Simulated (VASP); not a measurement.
System: MnF₂, 6 atoms in the cell.

```
CELL_PARAMETERS angstrom
4.87300 0.00000 0.00000
0.00000 4.87300 0.00000
0.00000 0.00000 3.31000
ATOMIC_POSITIONS crystal
Mn 0.00000 0.00000 0.00000
Mn 0.50000 0.50000 0.50000
F 0.30500 0.30500 0.00000
F 0.69500 0.69500 0.00000
F 0.80500 0.19500 0.50000
F 0.19500 0.80500 0.50000
```

These are results of r²SCAN, plane waves, PAW potentials of the _GW family in VASP, not measurements.

Cutoff 1000 eV; orbitals from an earlier step on the same cell; potentials Mn_sv_GW F_GW; PREC = Accurate; k-mesh 4×4×6 Γ-centred; Fermi–Dirac smearing of 0.05 eV; starting moments Mn1 5, Mn2 -5 μB.

How large is the gap on this mesh, is it direct, and where do the band edges lie (fractions of the reciprocal vectors of this cell)?

2.99 eV, indirect from (0.500, 0.000, 0.000) to (0.000, 0.000, 0.000); the smallest direct gap is 3.03 eV.

List the levels near the gap for spin up at (0.000, 0.000, 0.000), (0.250, 0.000, 0.000), (0.500, 0.000, 0.000), (0.500, 0.250, 0.000), (0.500, 0.500, 0.000), in eV from the top of the valence band (v1 is the highest filled band, c1 the lowest empty one).


| k | v4 | v3 | v2 | v1 | c1 | c2 | c3 |
| --- | --- | --- | --- | --- | --- | --- | --- |
| (0.000, 0.000, 0.000) | -1.46 | -1.29 | -0.36 | -0.04 | 2.99 | 3.94 | 4.48 |
| (0.250, 0.000, 0.000) | -1.44 | -1.27 | -0.22 | -0.02 | 3.63 | 4.01 | 4.47 |
| (0.500, 0.000, 0.000) | -1.42 | -1.27 | -0.10 | 0.00 | 3.94 | 4.45 | 4.45 |
| (0.500, 0.250, 0.000) | -1.43 | -1.24 | -0.31 | -0.02 | 3.97 | 4.47 | 4.47 |
| (0.500, 0.500, 0.000) | -1.45 | -1.21 | -0.52 | -0.04 | 4.00 | 4.48 | 4.49 |

List the levels near the gap for spin down at (0.000, 0.000, 0.000), (0.250, 0.000, 0.000), (0.500, 0.000, 0.000), (0.500, 0.250, 0.000), (0.500, 0.500, 0.000), in eV from the top of the valence band (v1 is the highest filled band, c1 the lowest empty one).


| k | v4 | v3 | v2 | v1 | c1 | c2 | c3 |
| --- | --- | --- | --- | --- | --- | --- | --- |
| (0.000, 0.000, 0.000) | -1.46 | -1.29 | -0.36 | -0.04 | 2.99 | 3.94 | 4.48 |
| (0.250, 0.000, 0.000) | -1.44 | -1.27 | -0.22 | -0.02 | 3.63 | 4.01 | 4.47 |
| (0.500, 0.000, 0.000) | -1.42 | -1.27 | -0.10 | 0.00 | 3.94 | 4.45 | 4.45 |
| (0.500, 0.250, 0.000) | -1.43 | -1.24 | -0.31 | -0.02 | 3.97 | 4.47 | 4.47 |
| (0.500, 0.500, 0.000) | -1.45 | -1.21 | -0.52 | -0.04 | 4.00 | 4.48 | 4.49 |

A gap read on the mesh is an upper bound of this method's gap, since the mesh can miss a band edge. One magnetic order was tried; another may lie lower. Potentials made with PBE were used with another functional. Semilocal functionals give gaps that mostly lie well below measured ones.
